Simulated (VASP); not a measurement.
Consider the following.

```yaml
crystal:
  lattice:
    - [0.00000, 2.41887, 2.41887]
    - [2.41887, 0.00000, 2.41887]
    - [2.41887, 2.41887, 0.00000]
  atoms:
    - { symbol: Y, position: [0.00000, 0.00000, 0.00000] }
    - { symbol: N, position: [0.50000, 0.50000, 0.50000] }
```

Method: RPBE GGA, VASP's PBE PAW potentials (set 64) (plane waves; VASP). Numerical set-up: 520 eV cut-off, 9×9×9 Γ-centred mesh, Gaussian smearing of 0.050 eV, potentials Y_sv N.

### Question
Give the stress tensor in GPa (positive for a compressed cell).

### Answer

```
10.52   0.00   0.00
 0.00  10.52   0.00
 0.00   0.00  10.52
```
The pressure is its mean diagonal, 10.52 GPa.

The compound is YN in the rock salt structure. This cell is one point of a volume scan, at 0.94 of the reference volume.
